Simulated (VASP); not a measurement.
Computed with LDA (Ceperley-Alder, Perdew-Zunger), VASP's LDA PAW potentials (set 64) (plane waves; VASP).

VASP input:

### INCAR
```
! general
SYSTEM  = Ni
PREC    = Accurate
ENCUT   = 520
LREAL   = .FALSE.   ! projection in real space or not
LASPH   = .TRUE.   ! aspherical one-centre terms

! electronic loop
EDIFF   = 1E-7   ! SCF stop (eV)
NELM    = 100   ! most electronic steps
ALGO    = Normal   ! blocked Davidson
LMAXMIX = 4   ! l cut-off of mixed one-centre charges

! smearing
ISMEAR  = 1   ! Methfessel-Paxton
SIGMA   = 0.1

! spin
ISPIN   = 2   ! spin-polarised
MAGMOM  = 0.6

! ions
ISIF    = 2

! output
LWAVE   = .FALSE.
LCHARG  = .FALSE.
LORBIT  = 10
```

File POSCAR:
```
Ni
1
    0.0000000000     1.6756508362     1.6756508362
    1.6756508362     0.0000000000     1.6756508362
    1.6756508362     1.6756508362     0.0000000000
Ni
1
Direct
  0.0000000000   0.0000000000   0.0000000000
```

KPOINTS:
```
Automatic mesh
0
Gamma
18 18 18
0 0 0
```

POTCAR, in this order: Ni (LDA.64 set). Program: vasp_std.

What VASP printed:

OSZICAR:
```
       N       E                     dE             d eps       ncg     rms          rms(c)
DAV:   1     0.211142200005E+02    0.21114E+02   -0.48780E+03  7228   0.149E+03
DAV:   2    -0.724376215076E+01   -0.28358E+02   -0.27401E+02  7123   0.169E+02
DAV:   3    -0.764468499215E+01   -0.40092E+00   -0.39941E+00  8114   0.265E+01
DAV:   4    -0.764836574200E+01   -0.36807E-02   -0.36804E-02  7992   0.219E+00
DAV:   5    -0.764845844406E+01   -0.92702E-04   -0.92702E-04  8096   0.304E-01    0.119E+01
DAV:   6    -0.679990793146E+01    0.84855E+00   -0.14307E+01  7398   0.652E+01    0.517E+00
DAV:   7    -0.657473050681E+01    0.22518E+00   -0.18933E+00  7429   0.229E+01    0.250E+00
DAV:   8    -0.654928023508E+01    0.25450E-01   -0.29104E-02  9990   0.198E+00    0.963E-01
DAV:   9    -0.654741844745E+01    0.18618E-02   -0.95310E-04 10268   0.295E-01    0.275E-01
DAV:  10    -0.654686530060E+01    0.55315E-03   -0.46342E-04  9677   0.189E-01    0.552E-02
DAV:  11    -0.654688003737E+01   -0.14737E-04   -0.60361E-06  8262   0.341E-02    0.211E-02
DAV:  12    -0.654688075487E+01   -0.71750E-06   -0.52790E-06  9449   0.221E-02    0.698E-03
DAV:  13    -0.654688036929E+01    0.38558E-06   -0.68500E-07  5810   0.936E-03    0.167E-03
DAV:  14    -0.654688035207E+01    0.17224E-07   -0.23086E-08  3620   0.171E-03
   1 F= -.65468804E+01 E0= -.65469876E+01  d E =0.321711E-03  mag=     0.5969
```

File OUTCAR:
```
------------------------ aborting loop because EDIFF is reached ----------------------------------------
  FORCE on cell =-STRESS in cart. coord.  units (eV):
  Direction    XX          YY          ZZ          XY          YZ          ZX
  --------------------------------------------------------------------------------------
  Total        1.1000730      1.1000730      1.1000730      0.0000000      0.0000000     -0.0000000
  in kB      187.3059194    187.3059194    187.3059194      0.0000000      0.0000000     -0.0000000
  external PRESSURE =     187.3059194 kB  Pullay stress =       0.0000000 kB
  volume of cell :        9.41
      direct lattice vectors                 reciprocal lattice vectors
     0.000000000  1.675650836  1.675650836    -0.298391520  0.298391520  0.298391520
     1.675650836  0.000000000  1.675650836     0.298391520 -0.298391520  0.298391520
     1.675650836  1.675650836  0.000000000     0.298391520  0.298391520 -0.298391520
 POSITION                                       TOTAL-FORCE (eV/Angst)
 -----------------------------------------------------------------------------------
      0.00000      0.00000      0.00000         0.000000      0.000000      0.000000
 -----------------------------------------------------------------------------------
    total drift:                                0.000000     -0.000000     -0.000000
  FREE ENERGIE OF THE ION-ELECTRON SYSTEM (eV)
  ---------------------------------------------------
  free  energy   TOTEN  =        -6.5468803521 eV

  energy  without entropy=       -6.5472020627  energy(sigma->0) =       -6.54698759

 total charge

# of ion       s       p       d       tot
------------------------------------------
    1        0.568   0.641   8.409   9.617

 magnetization (x)

# of ion       s       p       d       tot
------------------------------------------
    1       -0.004  -0.017   0.614   0.592
```
(Selected blocks of OUTCAR.)

### OUTCAR
```
 val. band max:       11.2555793465   @ k =   0.4444   0.2222   0.0556

 cond. band min:      11.2654535743   @ k =  -0.3333   0.2778   0.1111


 Fermi energy:        11.2638304060

 spin component 1

 k-point     1 :       0.0000    0.0000    0.0000
  band No.  band energies     occupation
      1       1.2257      1.00000
      2       8.4973      1.00000
      3       8.4973      1.00000
      4       8.4973      1.00000
      5       9.9232      1.00000
      6       9.9232      1.00000
      7      36.2390      0.00000
      8      41.1747      0.00000
      9      41.1747      0.00000

 k-point     2 :       0.0556    0.0000    0.0000
  band No.  band energies     occupation
      1       1.3606      1.00000
      2       8.4567      1.00000
      3       8.5312      1.00000
      4       8.5312      1.00000
      5       9.9079      1.00000
      6       9.9079      1.00000
      7      35.9689      0.00000
      8      39.5108      0.00000
      9      40.9372      0.00000

 k-point     3 :       0.1111    0.0000    0.0000
  band No.  band energies     occupation
      1       1.7583      1.00000
      2       8.3470      1.00000
      3       8.6199      1.00000
      4       8.6199      1.00000
      5       9.8749      1.00000
      6       9.8749      1.00000
      7      34.4731      0.00000
      8      37.8768      0.00000
      9      40.4327      0.00000

 k-point     4 :       0.1667    0.0000    0.0000
  band No.  band energies     occupation
      1       2.3951      1.00000
      2       8.2046      1.00000
      3       8.7215      1.00000
      4       8.7215      1.00000
      5       9.8653      1.00000
      6       9.8653      1.00000
      7      31.7272      0.00000
      8      37.2954      0.00000
      9      39.9051      0.00000

 k-point     5 :       0.2222    0.0000    0.0000
  band No.  band energies     occupation
      1       3.2193      1.00000
...
```

The compound is Ni in the fcc structure. This cell is one point of a volume scan, at 0.94 of the reference volume.
